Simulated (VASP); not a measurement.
An input for Quantum ESPRESSO's pw.x (written as the equivalent of a VASP run, and not itself run):

```
&CONTROL
  calculation = 'vc-relax'
  pseudo_dir = './pseudo'
  outdir = './out'
  tprnfor = .true.
  tstress = .true.
  nstep = 60
  forc_conv_thr = 0.00039
/
&SYSTEM
  ibrav = 0
  nat = 2
  ntyp = 1
  ecutwfc = 80
  occupations = 'smearing'
  smearing = 'methfessel-paxton'
  degauss = 0.00735
  input_dft = 'pbesol'
/
&ELECTRONS
  conv_thr = 7.3e-08
  electron_maxstep = 100
/
&IONS
/
&CELL
  cell_dofree = 'shape'
/
ATOMIC_SPECIES
  Sb 121.760 Sb.upf
CELL_PARAMETERS angstrom
     4.1533510    0.0000000    0.0000000
    -2.0766750    3.5969070    0.0000000
     0.0000000    0.0000000   17.4065180
ATOMIC_POSITIONS crystal
  Sb   0.6666670  0.3333330  0.5404020
  Sb   0.3333330  0.6666670  0.4595980
K_POINTS automatic
  9 9 1 0 0 0
```

**Question.** Translate this input to VASP (INCAR, KPOINTS, POSCAR, choice of POTCAR).

**Answer.** One answer among several that fit: 
File KPOINTS:
```
Automatic mesh
0
Gamma
9 9 1
0 0 0
```

POSCAR:
```
Sb
1
    4.1533510000     0.0000000000     0.0000000000
   -2.0766750000     3.5969070000     0.0000000000
    0.0000000000     0.0000000000    17.4065180000
Sb
2
Direct
  0.6666670000   0.3333330000   0.5404020000
  0.3333330000   0.6666670000   0.4595980000
```

**INCAR**
```
NELM = 100   ! most electronic steps
NSW = 60   ! most ionic steps
ISIF = 4   ! ions and shape, fixed volume
ENCUT = 400
ISMEAR = 1   ! Methfessel-Paxton
SYSTEM = Sb
SIGMA = 0.1   ! width (eV)
LWAVE = F
LMAXMIX = 4
LCHARG = F
LASPH = T
EDIFFG = -0.01
ALGO = Normal   ! blocked Davidson
IBRION = 2
LREAL = F   ! projection in real space or not
GGA = PS
EDIFF = 1E-6   ! SCF stop (eV)
PREC = Accurate
```

POTCAR, in this order: Sb (PBE.64 set). Program: vasp_std.

The two are equivalent in intent, not identical: the potentials are each code's own (VASP's PAW set, PseudoDojo norm-conserving files in pw.x), so ENCUT and ecutwfc are chosen apart and not converted; conv_thr bounds pw.x's estimated SCF error, while EDIFF bounds the energy change between steps; forc_conv_thr acts on force components and is met together with etot_conv_thr.

The cell is a sheet with vacuum, built from a generated structure.
